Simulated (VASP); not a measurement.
These are TPSS meta-GGA, VASP's PBE PAW potentials (set 64) (plane waves; VASP) values and carry that method's errors.

VASP input:

### KPOINTS
```
Automatic mesh
0
Gamma
7 7 7
0 0 0
```

INCAR:
```
! general
SYSTEM  = ZrO2
PREC    = Accurate
ENCUT   = 520   ! plane-wave cut-off (eV)
LREAL   = F
LASPH   = T   ! aspherical one-centre terms

! electronic loop
EDIFF   = 1E-6
NELM    = 100   ! most electronic steps
ALGO    = Normal   ! blocked Davidson
LMAXMIX = 4   ! l cut-off of mixed one-centre charges
LMIXTAU = T

! smearing
ISMEAR  = 0
SIGMA   = 0.05   ! width (eV)

! functional
METAGGA = TPSS

! ions
IBRION  = 2   ! conjugate gradients
NSW     = 60   ! most ionic steps
ISIF    = 3   ! ions, shape and volume
EDIFFG  = -0.02

! output
LWAVE   = F
LCHARG  = F
```

File POSCAR:
```
ZrO2
1
    0.0000000000     2.5336762499     2.5336762499
    2.5336762499    -0.0000000000     2.5336762499
    2.5336762499     2.5336762499     0.0000000000
Zr O
1 2
Direct
  0.0000000000   0.0000000000   0.0000000000
  0.2500000000   0.2500000000   0.2500000000
  0.7500000000   0.7500000000   0.7500000000
```

POTCAR, in this order: Zr_sv O (PBE.64 set). Program: vasp_std.

Energy and stress use the plane-wave basis of the starting cell.

Q: What does the run give for the energy per atom (σ→0), volume per atom?

A: 
```json
{
 "energy per atom (σ→0)": "-13.987 eV/atom",
 "volume_per_atom": "11.08 Å³/atom"
}
```

### OSZICAR
```
...
DAV:   5    -0.419595853804E+02   -0.12647E-02   -0.71564E-04   680   0.319E-01    0.214E-01
DAV:   6    -0.419591950070E+02    0.39037E-03   -0.34298E-03   824   0.583E-01    0.541E-02
DAV:   7    -0.419610030681E+02   -0.18081E-02   -0.11241E-03   760   0.345E-01    0.153E-02
DAV:   8    -0.419610116580E+02   -0.85899E-05   -0.33332E-05   824   0.462E-02    0.151E-02
DAV:   9    -0.419610158632E+02   -0.42052E-05   -0.79875E-06   760   0.308E-02    0.505E-03
DAV:  10    -0.419610183150E+02   -0.24518E-05   -0.12804E-06   400   0.142E-02    0.113E-03
DAV:  11    -0.419610182223E+02    0.92707E-07   -0.18425E-07   344   0.471E-03
   3 F= -.41961018E+02 E0= -.41961018E+02  d E =-.125692E-01
```

The compound is ZrO2 in the fluorite structure, the high-temperature cubic form, which is unstable at 0 K; the monoclinic form is the stable one. This run relaxes it. Symmetry was kept, so distortions that lower it aren't found. The start is the result of an earlier pass.
